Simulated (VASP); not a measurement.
Data:

```
LiF
1.0
    0.00000     2.05275     2.05275
    2.05275     0.00000     2.05275
    2.05275     2.05275     0.00000
Li F
1 1
Direct
  0.00000   0.00000   0.00000
  0.50000   0.50000   0.50000
```

Calculation: vdW-DF2, VASP's PBE PAW potentials (set 64) (plane waves; VASP 6.6.1). Run with 520 eV cut-off, 11×11×11 Γ-centred mesh, Gaussian smearing of 0.050 eV, potentials Li_sv F.

Problem. What does the run give for the energy per atom (σ→0), pressure, band gap (on the k-mesh) with the smallest direct gap where there is one?

Solution. 
* **band gap (on the k-mesh)**: 8.72 eV
* **smallest direct gap (on the k-mesh)**: 8.72 eV
* **energy per atom (σ→0)**: -3.771 eV/atom
* **pressure**: -1.82 GPa

Only differences to runs with the same potentials and settings are physical.

The compound is LiF in the rock salt structure. This cell is one point of a volume scan, at 1.03 of the reference volume.
